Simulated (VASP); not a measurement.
Here is the system:

```
AlTi
1.0
    2.77756     0.00000     0.00000
    0.00000     2.77756     0.00000
    0.00000     0.00000     3.98678
Ti Al
1 1
Direct
  0.00000   0.00000   0.00000
  0.50000   0.50000   0.50000
```

The numbers are results of revTPSS meta-GGA, VASP's PBE PAW potentials (set 64) (plane waves; VASP 6.6.1), not measurements. Settings: 520 eV cut-off, 13×13×9 Γ-centred mesh, first-order Methfessel-Paxton smearing of 0.10 eV, potentials Ti_sv Al.

**Question.** Give the stress tensor in GPa (positive for a compressed cell).

**Answer.** 
```
4.13  0.00  0.00
0.00  4.13  0.00
0.00  0.00  4.09
```
The pressure is its mean diagonal, 4.12 GPa.

The compound is TiAl in the L1_0 structure. This cell is one point of a volume scan, at 0.97 of the reference volume. The electron count is odd and the run is not spin-polarised, which forces a metal.
